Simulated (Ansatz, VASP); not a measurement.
# SnSe (puckered SnSe bilayer, AB): VASP beside Ansatz, part 2 of 2

One calculation is typed for both programs; each brings its own data sets. How far apart do they land? Of the first pair: The structure shown is the start of the Ansatz relaxation below; VASP solves that cell, so the two are compared at the walk's first step.

VASP 6.6.1 and Ansatz 0.2.0.

So far. Step 4 (Side by side): The forces differ by 16 meV/Å r.m.s., which is 4.6 % of the r.m.s. force of 0.345 eV/Å (both taken over all components). With vacuum in the cell, a pressure given here is an average over mostly empty space and none of the material.

### 5. What the set-up changes

Further runs change the set-up of one program: Ansatz's method, potentials or start, or VASP's data sets, cutoff or form of LDA. The table gives that difference for each run.

```tsv
run	r.m.s. force difference (meV/Å)
as above	16
VASP with the data sets Sn_sv_GW and Se and a cutoff of 520 eV	9.7
```

### 6. Ansatz: relaxation, LDA

This run makes the geometry at which the two programs are then compared.

The structure compared here is the end of the Ansatz relaxation.

The input, input.yaml:

```yaml
crystal:
  lattice:
    - [4.4, 0.0, 0.0]
    - [0.0, 4.29, 0.0]
    - [0.0, 0.0, 48.1871999996]
  atoms:
    - { symbol: Sn, position: [0.06, 0.0, 0.4108974998] }
    - { symbol: Se, position: [0.44, 0.5, 0.4129727397] }
    - { symbol: Se, position: [0.94, 0.0, 0.4667961616] }
    - { symbol: Sn, position: [0.56, 0.5, 0.4688714015] }
    - { symbol: Sn, position: [0.06, 0.5, 0.5311285985] }
    - { symbol: Se, position: [0.44, 0.0, 0.5332038384] }
    - { symbol: Se, position: [0.94, 0.5, 0.5870272603] }
    - { symbol: Sn, position: [0.56, 0.0, 0.5891025002] }
  periodic: [true, true, false]
kpoints:
  mp_grid: { grid: [8, 8, 1] }
hamiltonian:
  xc: lda
scf:
  occupations: { method: fermi_dirac, width: 0.05 }
  convergence: { dr2_threshold: 1.0e-09 }
relax:
  f_tol: 0.004
  max_steps: 90
  cell: {}
output:
  write_potential: true
  write_density: true
  volumetric_format: npy
```

The run is started by

```bash
$ ansatz run input.yaml --threads 8 --pin off --max-ram 12288MiB --backend cpu --events-out ev --progress --plain --runs-dir out
```

Numbers of over 12 decimals in the logs are rounded to 6 here.

The log of the run:

```text
[...]
Crystal: 8 atoms, lattice volume = 909.582 Å³
Basis set: ecut = 420 eV, 17829 PW (Γ)
Bands: 72, of which v1, the nominal top of the filled ones, is band 60 counted from 1 (59 counted from 0)
Symmetry: 4 space group operations
[...]
k-points: 25 of 64 (time reversal used)
[...]
- [0.0, 0.0, 48.1871999996]
  atoms:
    - { symbol: Sn, position: [0.014666, 0, 0.412107] }
    - { symbol: Se, position: [0.481899, 0.5, 0.415146] }
    - { symbol: Se, position: [0.982624, 0, 0.467596] }
    - { symbol: Sn, position: [0.520812, 0.5, 0.471035] }
    - { symbol: Sn, position: [0.020812, 0.5, 0.528965] }
    - { symbol: Se, position: [0.482624, 0, 0.532404] }
    - { symbol: Se, position: [0.981899, 0.5, 0.584854] }
    - { symbol: Sn, position: [0.514666, 0, 0.587893] }
[key lines of the parts left out:]
SCF converged after 7 iterations
Free energy (F): -45054.067131 eV
Fermi energy:    -4.132328 eV
P = ½ c Tr σ = -0.0103 N/m
```

### 7. VASP: single point, LDA, relaxed cell, pair 2

The same cell, functional (in two slightly different forms), mesh and smearing now go to VASP, with its own data sets.

The input, INCAR:

```
SYSTEM = SnSe
PREC = Accurate
ENCUT = 400
EDIFF = 1E-06
NELM = 120
ISMEAR = -1
SIGMA = 0.05
LREAL = .FALSE.
ALGO = Normal
GGA = CA
NBANDS = 49
LORBIT = 11
LWAVE = .FALSE.
LCHARG = .FALSE.
ISIF = 2
LDIPOL = .TRUE.
IDIPOL = 3
DIPOL = 0.5 0.5 0.5
LVHAR = .TRUE.
LASPH = .TRUE.
GGA_COMPAT = .FALSE.
EFERMI = MIDGAP
NELMDL = -8
KPAR = 2
```

The input, POSCAR:

```
SnSe
1.0
    4.2093829791      0.0000000000      0.0000000000
    0.0000000000      4.1785268714      0.0000000000
    0.0000000000      0.0000000000     48.1871999996
Sn Se
4 4
Direct
    0.0146660123      0.0000000000      0.4121072174
    0.5208115236      0.5000000000      0.4710348975
    0.0208115236      0.5000000000      0.5289651025
    0.5146660123      0.0000000000      0.5878927826
    0.4818985116      0.5000000000      0.4151460477
    0.9826239525      0.0000000000      0.4675961394
    0.4826239525      0.0000000000      0.5324038606
    0.9818985116      0.5000000000      0.5848539523
```

The input, KPOINTS:

```
Automatic mesh
0
Gamma
8 8 1
0 0 0
```

Potentials, in the order of the species: Sn_d and Se (LDA family, release 64).

The run is started by

```bash
$ mpirun -np 2 vasp_std
```

The log of the run:

```text
[... set-up lines as in an earlier step ...]
 entering main loop
       N       E                     dE             d eps       ncg     rms          rms(c)
DAV:   1     0.597349618398E+03    0.59735E+03   -0.31005E+04  3106   0.112E+03
DAV:   2     0.404696179832E+02   -0.55688E+03   -0.54419E+03  2970   0.285E+02
DAV:   3    -0.344003418931E+02   -0.74870E+02   -0.73230E+02  3052   0.127E+02
DAV:   4    -0.381943032008E+02   -0.37940E+01   -0.37638E+01  2908   0.314E+01
[...]
DAV:  26    -0.374581061294E+02   -0.14160E-05   -0.51358E-08  1752   0.615E-04    0.110E-04
DAV:  27    -0.374581072386E+02   -0.11091E-05   -0.29002E-08  1600   0.561E-04    0.560E-05
DAV:  28    -0.374581077622E+02   -0.52368E-06   -0.11631E-08  1547   0.400E-04
   1 F= -.37458108E+02 E0= -.37458049E+02  d E =-.116593E-03
```

Parts of OUTCAR (step 7):

```text
  Total        0.0919723      0.1148509      0.1441107      0.0000000      0.0000000      0.0000000
  in kB        0.1738578      0.2171060      0.2724166      0.0000000      0.0000000      0.0000000
  external PRESSURE =       0.2211268 kB  Pullay stress =       0.0000000 kB

 POSITION                                       TOTAL-FORCE (eV/Angst)
 -----------------------------------------------------------------------------------
      0.06173      0.00000     19.85829        -0.007731      0.000000     -0.025152
      2.19230      2.08926     22.69785        -0.006725      0.000000      0.025606
      0.08760      2.08926     25.48935        -0.006725      0.000000     -0.025606
      2.16643      0.00000     28.32891        -0.007731      0.000000      0.025152
      2.02850      2.08926     20.00473         0.007672      0.000000     -0.017474
      4.13624      0.00000     22.53215         0.006784      0.000000      0.016949
      2.03155      0.00000     25.65505         0.006784      0.000000     -0.016949
      4.13319      2.08926     28.18247         0.007672      0.000000      0.017474
 -----------------------------------------------------------------------------------
    total drift:                                0.000678      0.000000      0.000000

  FREE ENERGIE OF THE ION-ELECTRON SYSTEM (eV)
  ---------------------------------------------------
  free  energy   TOTEN  =       -37.4581077622 eV

  energy  without entropy=      -37.4579911691  energy(sigma->0) =      -37.45804947

[... 1 part as in an earlier step ...]

[... 2 further parts left out ...]
[key lines of the parts left out:]
E-fermi :  -1.6400
```

### 8. Comparison

What differs besides the data sets and the points named for the pairs above, as far as they apply: the data sets hold 120 valence electrons in Ansatz (on its default PAW (the set named soft_2) files) and 80 in VASP. Total energies have different zeros and are not compared.

Both answers:

```tsv
quantity	Ansatz	VASP	difference
gap on the k mesh (eV)	0.618	0.614	+0.004
```

At this near-relaxed geometry the largest component of a force difference is 26 meV/Å. A gap on the mesh is an upper bound, since the band edges may lie between its points. With vacuum in the cell, a pressure given here is an average over mostly empty space and none of the material.

### 9. What came out

- r.m.s. force difference (single point, LDA, start cell, pair 1): 4.6 % of the r.m.s. force
- r.m.s. force difference (single point, LDA, relaxed cell, pair 2): 13 meV/Å

In words: The r.m.s. force difference is 4.6 % of the r.m.s. force (single point, LDA, start cell, pair 1), beyond the 3 % picked in this series as the mark of a large difference. The data sets hold unlike numbers of valence electrons (120 in Ansatz and 80 in VASP), so part of the differences comes from the potentials. Single point, LDA, start cell, pair 1, VASP with the data sets Sn_sv_GW and Se and a cutoff of 520 eV: r.m.s. force difference goes from 16 to 9.7 meV/Å. What causes the difference of the single point, LDA, relaxed cell, pair 2 pair stays open here. How closely two codes agree says nothing of how well the functional describes the real material.

[Lines on the potential files, build, host, timing and source positions are cut from VASP's logs without a mark.]

[Logs are printed without paths, hosts, clocks, repeated set-up lines and the standing remarks that a program may print on its own settings, such as how far it seeks lower states.]

[Hosts, paths, dates, database ids (printed as entryN), source tags and the programs' standing remarks are cut or masked in the printed files.]
